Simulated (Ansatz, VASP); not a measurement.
RuPt2 in VASP and in Ansatz

```xyz
3
Lattice="0.0000 2.7627 2.7627 2.7627 0.0000 2.7627 2.7627 2.7627 0.0000" Properties=species:S:1:pos:R:3 pbc="T T T"
Ru    0.0000    0.0000    0.0000
Pt    1.3814    1.3814    1.3814
Pt    2.7627    2.7627    2.7627
```

Change from the starting cell: species swapped into the Cu2Se type (F-43m, No. 216).

Alike in both runs: task relaxation of cell and atoms; functional PBE; k mesh 6 × 6 × 6; occupations gaussian, width 0.1 eV; no spin polarisation.

|  | VASP | Ansatz |
| --- | --- | --- |
| version | VASP 6.6.1 | Ansatz 0.2.0 |
| potentials or method | VASP PAW PBE potentials, release 64 (Ru_pv, Pt) | scalar-relativistic, plane waves, PAW |
| plane-wave cutoff (eV) | 600 | 420 |
| valence electrons in the cell | 34 | 52 |

```tsv
	VASP	Ansatz	Ansatz less VASP
gap on the k mesh at the Fermi level, each at its own relaxed structure (eV)	none	none	-
relaxed volume (Å³/atom)	17.81	17.83	+0.014
relaxed cell length with the largest relative difference (Å)	4.228	4.229	+0.0011
energy change over the relaxation (meV/atom)	-808	-820	-11.7
```

A gap of «none» marks a metal or a gap that the smearing closes. The two sets of potentials don't hold the same shells in valence.

Caveats: the volume moved by over 15 % at a fixed basis, so the end points are rough (VASP). The runs have no spin-orbit coupling, so splittings on Pt are missing.
